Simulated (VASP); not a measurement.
A run of VASP 6.6.1:

The input INCAR:

```
PREC = Accurate
ENCUT = 520
EDIFF = 1E-6
ISMEAR = -1
SIGMA = 0.05
LREAL = False
LASPH = True
NELM = 150
ALGO = Fast
ISIF = 2
LWAVE = False
LCHARG = False
ISPIN = 2
MAGMOM = 0 5.5
LORBIT = 11
LMAXMIX = 4
GGA = PE
```

File KPOINTS:

```
Automatic mesh
0
Gamma
  8 8 8
```

Contents of POSCAR:

```
MnHg
1.0
    3.3150000000      0.0000000000      0.0000000000
    0.0000000000      3.3150000000      0.0000000000
    0.0000000000      0.0000000000      3.3150000000
Hg Mn
1 1
Direct
    0.0000000000      0.0000000000      0.0000000000
    0.5000000000      0.5000000000      0.5000000000
```

Potentials or basis: VASP PAW PBE potentials, release 64 (Hg, Mn_pv).

Run with:

```console
$ cat potpaw_PBE.64/Hg/POTCAR potpaw_PBE.64/Mn_pv/POTCAR > POTCAR
$ mpirun -np 1 vasp_std > vasp.out
```

Hardware: 1 thread of Intel(R) Xeon(R) 6975P-C (Granite Rapids), with other jobs on the host.

Problem. How long does it take, and how much memory?

Solution. Run time: 22 s on 1 thread of Intel(R) Xeon(R) 6975P-C (Granite Rapids), on a shared host, peak memory 0.19 GiB. Counts: scf iterations 14, k points 35.
